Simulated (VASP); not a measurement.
Input:

```
CELL_PARAMETERS angstrom
      4.14440     0.00000     0.00000
      0.00000     4.14440     0.00000
      0.00000     0.00000     4.14440
ATOMIC_POSITIONS crystal
  Yb 0.00000 0.00000 0.00000
  B  0.20700 0.50000 0.50000
  B  0.50000 0.20700 0.50000
  B  0.79300 0.50000 0.50000
  B  0.50000 0.79300 0.50000
  B  0.50000 0.50000 0.20700
  B  0.50000 0.50000 0.79300
```
Starting moments (μB, in the order of the record's atoms Yb B B B B B B): 1.0 0.0 0.0 0.0 0.0 0.0 0.0.

These are PBEsol GGA, VASP's PBE PAW potentials (set 64) (plane waves; VASP) values and carry that method's errors. Run with 400 eV cut-off, 6×6×6 Γ-centred mesh, Gaussian smearing of 0.050 eV, potentials Yb B.

At this cut-off the stress carries a Pulay error, which pulls relaxed volumes low.

Task: Which forces act on the atoms, in eV/Å?

Result: 
```tsv
atom	Fx	Fy	Fz
Yb1	0.000	0.000	0.000
B2	-1.692	0.000	0.000
B3	0.000	-1.692	0.000
B4	1.692	0.000	0.000
B5	0.000	1.692	0.000
B6	0.000	0.000	-1.692
B7	0.000	0.000	1.692
```

Task: Give the stress tensor in GPa (positive for a compressed cell).

Result: 
```
-2.99   0.00   0.00
 0.00  -2.99   0.00
 0.00   0.00  -2.99
```
The pressure is its mean diagonal, -2.99 GPa.

The structure comes from a measured YbB6 entry of the Crystallography Open Database, whose conditions weren't checked. The cell was not relaxed at this level.
